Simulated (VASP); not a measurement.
Given:

```
CELL_PARAMETERS angstrom
      0.00000     2.96540     2.96540
      2.96540     0.00000     2.96540
      2.96540     2.96540     0.00000
ATOMIC_POSITIONS crystal
  Pb 0.00000 0.00000 0.00000
  Se 0.25000 0.25000 0.25000
```

These are PBEsol GGA, VASP's PBE PAW potentials (set 64) (plane waves; VASP) values and carry that method's errors. Numerical set-up: 500 eV cut-off, 11×11×11 Γ-centred mesh, first-order Methfessel-Paxton smearing of 0.10 eV, potentials Pb_d Se.

Unless said otherwise, spin-orbit coupling is left out, though it shifts the bands of the heavy elements here.

Q: What does the run give for the energy per atom (σ→0), pressure, band gap (on the k-mesh) with the smallest direct gap where there is one?

A: 
The band gap (on the k-mesh) is none (metal, semimetal or under 0.01 eV) and the energy per atom (σ→0) is -3.306 eV/atom. The pressure is 30.01 GPa.

Total energies compare only between runs with the same potentials, cut-off and functional.

The structure was generated: PbSe was put into the zinc blende type (F-43m), which need not be its known phase. It was relaxed first under an external pressure of 30 GPa.
